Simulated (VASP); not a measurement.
Calculation: PBE GGA, VASP's PBE PAW potentials (set 64) (plane waves; VASP).

VASP input:

**POSCAR**
```
MgB2
1
    1.5450000000    -2.6760180000     0.0000000000
    1.5450000000     2.6760180000     0.0000000000
    0.0000000000     0.0000000000     3.5200000000
Mg B
1 2
Direct
  0.0000000000   0.0000000000   0.0000000000
  0.3333330000   0.6666670000   0.5000000000
  0.6666670000   0.3333330000   0.5000000000
```

KPOINTS:
```
Automatic mesh
0
Gamma
7 7 6
0 0 0
```

### INCAR
```
! general
SYSTEM  =  MgB2
PREC    =  Accurate
ENCUT   =  520
LREAL   =  F
LASPH   =  T

! electronic loop
EDIFF   =  1E-6
NELM    =  100
ALGO    =  Normal

! smearing
ISMEAR  =  1
SIGMA   =  0.1

! functional
GGA     =  PE

! ions
ISIF    =  2

! output
LWAVE   =  F
LCHARG  =  F
```

POTCAR, in this order: Mg B (PBE.64 set). Program: vasp_std.

What VASP printed:

File OSZICAR:
```
       N       E                     dE             d eps       ncg     rms          rms(c)
DAV:   1     0.638027566062E+01    0.63803E+01   -0.39012E+03   520   0.834E+02
DAV:   2    -0.167042108780E+02   -0.23084E+02   -0.21874E+02   760   0.111E+02
DAV:   3    -0.169774240861E+02   -0.27321E+00   -0.27318E+00   664   0.151E+01
DAV:   4    -0.169777768606E+02   -0.35277E-03   -0.35277E-03   784   0.530E-01
DAV:   5    -0.169777770511E+02   -0.19046E-06   -0.19005E-06   696   0.976E-03    0.521E+00
DAV:   6    -0.155649054607E+02    0.14129E+01   -0.23671E+00   560   0.845E+00    0.243E+00
DAV:   7    -0.153304825976E+02    0.23442E+00   -0.10447E+00   640   0.552E+00    0.756E-01
DAV:   8    -0.153294336818E+02    0.10489E-02   -0.62357E-02   568   0.173E+00    0.311E-01
DAV:   9    -0.153248980484E+02    0.45356E-02   -0.14496E-02   584   0.663E-01    0.481E-02
DAV:  10    -0.153249147057E+02   -0.16657E-04   -0.48714E-04   744   0.158E-01    0.203E-02
DAV:  11    -0.153249025052E+02    0.12200E-04   -0.75962E-05   568   0.523E-02    0.347E-03
DAV:  12    -0.153249019828E+02    0.52240E-06   -0.25904E-06   632   0.110E-02
   1 F= -.15324902E+02 E0= -.15324706E+02  d E =-.588802E-03
```

File OUTCAR:
```
------------------------ aborting loop because EDIFF is reached ----------------------------------------
  FORCE on cell =-STRESS in cart. coord.  units (eV):
  Direction    XX          YY          ZZ          XY          YZ          ZX
  --------------------------------------------------------------------------------------
  Total       -0.5113184     -0.5113182      0.0113302      0.0000000      0.0000000     -0.0000000
  in kB      -28.1456840    -28.1456735      0.6236749      0.0000000      0.0000000     -0.0000000
  external PRESSURE =     -18.5558942 kB  Pullay stress =       0.0000000 kB
  volume of cell :       29.11
      direct lattice vectors                 reciprocal lattice vectors
     1.545000000 -2.676018000  0.000000000     0.323624595 -0.186844782  0.000000000
     1.545000000  2.676018000  0.000000000     0.323624595  0.186844782  0.000000000
     0.000000000  0.000000000  3.520000000     0.000000000  0.000000000  0.284090909
 POSITION                                       TOTAL-FORCE (eV/Angst)
 -----------------------------------------------------------------------------------
      0.00000      0.00000      0.00000         0.000000      0.000000      0.000000
      1.54500      0.89201      1.76000        -0.000000      0.000000      0.000000
      1.54500     -0.89201      1.76000         0.000000     -0.000000      0.000000
 -----------------------------------------------------------------------------------
    total drift:                                0.000000     -0.000000      0.000000
  FREE ENERGIE OF THE ION-ELECTRON SYSTEM (eV)
  ---------------------------------------------------
  free  energy   TOTEN  =       -15.3249019828 eV

  energy  without entropy=      -15.3243131808  energy(sigma->0) =      -15.32470572
```
(Selected blocks of OUTCAR.)

**OUTCAR**
```
 val. band max:        4.9908300784   @ k =   0.2857   0.2857   0.3333

 cond. band min:       5.0881470847   @ k =   0.4286   0.0000   0.0000


 Fermi energy:         5.0728574422

 k-point     1 :       0.0000    0.0000    0.0000
  band No.  band energies     occupation
      1      -7.1729      2.00000
      2       2.3319      2.00000
      3       5.5552     -0.00000
      4       5.5553     -0.00000
      5       6.9432     -0.00000
      6      11.4793      0.00000
      7      11.4794      0.00000
      8      13.2412      0.00000

 k-point     2 :       0.1429    0.0000    0.0000
  band No.  band energies     occupation
      1      -6.8207      2.00000
      2       2.6749      2.00000
      3       3.9739      2.00000
      4       4.8421      2.00523
      5       7.2637      0.00000
      6      11.1339      0.00000
      7      12.9000      0.00000
      8      13.9443      0.00000

 k-point     3 :       0.2857   -0.0000    0.0000
  band No.  band energies     occupation
      1      -5.7768      2.00000
      2       1.0867      2.00000
      3       3.6742      2.00000
      4       3.7554      2.00000
      5       8.1689      0.00000
      6      10.3465      0.00000
      7      11.3377      0.00000
      8      14.3165      0.00000

 k-point     4 :       0.4286    0.0000    0.0000
  band No.  band energies     occupation
      1      -4.0967      2.00000
      2      -1.6713      2.00000
      3       3.1168      2.00000
      4       5.0881      0.74454
      5       8.8407      0.00000
      6       9.0112      0.00000
      7      10.3452      0.00000
      8      12.7890      0.00000

 k-point     5 :       0.1429    0.1429    0.0000
  band No.  band energies     occupation
      1      -6.1227      2.00000
      2       2.3158      2.00000
      3       3.2891      2.00000
      4       3.3497      2.00000
      5       7.9764      0.00000
      6      11.9340      0.00000
      7      12.1730      0.00000
...
```

The compound is MgB2 in the AlB2 type structure. The cell was not relaxed at this level. The k-mesh is coarse (spacing up to 0.34 per Å, 2π included), so the numbers may not be converged in it. The run is one of a series of settings (KPOINTS 7×7×6 Γ-centred mesh against the base run), some of them coarse on purpose.
